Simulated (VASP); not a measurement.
Output of a VASP run:

### OSZICAR
```
       N       E                     dE             d eps       ncg     rms          rms(c)
DAV:   1     0.650947113717E+03    0.65095E+03   -0.34929E+04 14742   0.169E+03
DAV:   2    -0.295054932544E+02   -0.68045E+03   -0.65914E+03 17653   0.535E+02
DAV:   3    -0.936230010186E+02   -0.64118E+02   -0.62791E+02 24476   0.133E+02
DAV:   4    -0.973241223271E+02   -0.37011E+01   -0.36899E+01 22125   0.295E+01
DAV:   5    -0.975277629413E+02   -0.20364E+00   -0.20354E+00 23609   0.735E+00    0.434E+01
DAV:   6    -0.839942147741E+02    0.13534E+02   -0.90222E+01 19436   0.391E+01    0.173E+01
DAV:   7    -0.838877580253E+02    0.10646E+00   -0.11840E+01 22535   0.166E+01    0.100E+01
DAV:   8    -0.836671217110E+02    0.22064E+00   -0.25971E+00 21436   0.895E+00    0.303E+00
DAV:   9    -0.836428646563E+02    0.24257E-01   -0.31582E-01 20153   0.309E+00    0.954E-01
DAV:  10    -0.836490894267E+02   -0.62248E-02   -0.98255E-02 20484   0.150E+00    0.488E-01
DAV:  11    -0.836459549686E+02    0.31345E-02   -0.17775E-02 21192   0.704E-01    0.166E-01
DAV:  12    -0.836459024443E+02    0.52524E-04   -0.27736E-03 20244   0.248E-01    0.469E-02
DAV:  13    -0.836459004951E+02    0.19492E-05   -0.14836E-04 24385   0.675E-02    0.188E-02
DAV:  14    -0.836459026529E+02   -0.21579E-05   -0.10428E-05 21116   0.173E-02    0.878E-03
DAV:  15    -0.836459005554E+02    0.20976E-05   -0.47285E-06 21420   0.105E-02    0.252E-03
DAV:  16    -0.836459011388E+02   -0.58342E-06   -0.33103E-07 14100   0.347E-03    0.113E-03
DAV:  17    -0.836459017053E+02   -0.56645E-06   -0.57937E-08 11333   0.150E-03    0.103E-03
DAV:  18    -0.836459014898E+02    0.21546E-06   -0.22231E-08 11340   0.138E-03    0.257E-04
DAV:  19    -0.836459014417E+02    0.48114E-07   -0.81536E-09 11193   0.655E-04
   1 F= -.83645901E+02 E0= -.83645901E+02  d E =0.000000E+00
```

**OUTCAR**
```
------------------------ aborting loop because EDIFF is reached ----------------------------------------
  FORCE on cell =-STRESS in cart. coord.  units (eV):
  Direction    XX          YY          ZZ          XY          YZ          ZX
  --------------------------------------------------------------------------------------
  Total        0.0417847      0.0417847      0.0417847      0.0101852     -0.0101852     -0.0101852
  in kB        0.6826656      0.6826656      0.6826656      0.1664019     -0.1664019     -0.1664019
  external PRESSURE =       0.6826656 kB  Pullay stress =       0.0000000 kB
  volume of cell :       98.07
      direct lattice vectors                 reciprocal lattice vectors
     0.000000000  2.305013144  2.305013144    -0.216850332  0.216986673  0.216850332
     2.305013144  0.000000000  2.305013144     0.216986673 -0.216850332  0.216850332
     9.225853177  9.225853177 -0.005800601     0.054178498  0.054178498 -0.054178498
 POSITION                                       TOTAL-FORCE (eV/Angst)
 -----------------------------------------------------------------------------------
      9.20179      9.20179      0.01826        -0.025292     -0.025292      0.025292
      2.30646      2.30646     -0.00145         0.000000      0.000000      0.000000
      6.94200      6.94200      4.58307         0.025292      0.025292     -0.025292
      2.28941      2.28941      2.32061         0.003491      0.003491     -0.003491
      4.62853      4.62853      2.28651        -0.003491     -0.003491      0.003491
      6.96948      6.96948      2.25057        -0.005941     -0.005941      0.005941
      9.17431      9.17431      2.35075         0.005941      0.005941     -0.005941
      6.91939      6.91939     -0.00435         0.000000      0.000000      0.000000
 -----------------------------------------------------------------------------------
    total drift:                               -0.000000      0.000000      0.000000
  FREE ENERGIE OF THE ION-ELECTRON SYSTEM (eV)
  ---------------------------------------------------
  free  energy   TOTEN  =       -83.6459014417 eV

  energy  without entropy=      -83.6459014417  energy(sigma->0) =      -83.64590144

 total charge

# of ion       s       p       d       tot
------------------------------------------
    1        2.180   6.049   1.696   9.925
    2        2.183   6.052   1.682   9.918
    3        2.180   6.049   1.696   9.925
    4        0.882   1.492   0.000   2.374
    5        0.882   1.492   0.000   2.374
    6        0.879   1.485   0.000   2.364
    7        0.879   1.485   0.000   2.364
    8        2.170   6.077   2.334  10.581
--------------------------------------------------
tot         12.236  30.182   7.407  49.825
```
(Selected blocks of OUTCAR.)

POSCAR:
```
NbZr3C4
1
    0.0000000000     2.3050131442     2.3050131442
    2.3050131442     0.0000000000     2.3050131442
    9.2258531773     9.2258531773    -0.0058006005
Zr C Nb
3 4 1
Direct
  0.0052141756   0.0052141756   0.9960893683
  0.0000000000   1.0000000000   0.2500000000
  0.9947858244   0.9947858244   0.5039106317
  0.5035375456   0.5035375456   0.1223468408
  0.4964624544   0.4964624544   0.3776531592
  0.4889880757   0.4889880757   0.6332589432
  0.5110119243   0.5110119243   0.8667410568
  0.0000000000   1.0000000000   0.7500000000
```

Question: Reconstruct the remaining input files.

Answer: Several could match; the one computed here: the input of the run itself, PBEsol GGA, plane waves, VASP's PBE PAW potentials (set 64).

INCAR:
```
! general
SYSTEM  = NbZr3C4
PREC    = Accurate
ENCUT   = 520
LREAL   = .False.
LASPH   = .True.

! electronic loop
EDIFF   = 1E-7
NELM    = 100
ALGO    = Normal
LMAXMIX = 4

! smearing
ISMEAR  = -5

! functional
GGA     = PS

! ions
ISIF    = 2

! output
LWAVE   = .False.
LCHARG  = .True.
LORBIT  = 11
NEDOS   = 601

! other
LEFG    = .True.
```

**KPOINTS**
```
Automatic mesh
0
Gamma
13 13 4
0 0 0
```

POTCAR, in this order: Zr_sv C Nb_sv (PBE.64 set). Program: vasp_std.

For a metal the tetrahedron method with Blöchl corrections gives inexact stress and forces.

The structure was generated: NbZr3C4 was put into an ordered model structure (R-3m), which need not be its known phase. It was relaxed first. The electron count is odd and the run is not spin-polarised, which forces a metal.
